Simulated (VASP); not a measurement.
Data:

```yaml
crystal:
  lattice:
    - [0.00000, 2.19022, 2.19022]
    - [2.19022, 0.00000, 2.19022]
    - [2.19022, 2.19022, 0.00000]
  atoms:
    - { symbol: Nb, position: [0.00000, 0.00000, 0.00000] }
    - { symbol: C, position: [0.50000, 0.50000, 0.50000] }
```

Calculation: rev-vdW-DF2, VASP's PBE PAW potentials (set 64) (plane waves; VASP). Settings: 520 eV cut-off, 14×14×14 Γ-centred mesh, first-order Methfessel-Paxton smearing of 0.10 eV, potentials Nb_sv C.

### Question
What does the run give for the energy per atom (σ→0), pressure, band gap (on the k-mesh) with the smallest direct gap where there is one?

### Answer

| Property | Value |
|---|---|
| band gap (on the k-mesh) | none (metal, semimetal or under 0.01 eV) |
| energy per atom (σ→0) | -8.641 eV/atom |
| pressure | 21.74 GPa |

The absolute energy has meaning only against runs of the same code, potentials and settings.

The compound is NbC in the rock salt structure. This cell is one point of a volume scan, at 0.94 of the reference volume. The electron count is odd and the run is not spin-polarised, which forces a metal.
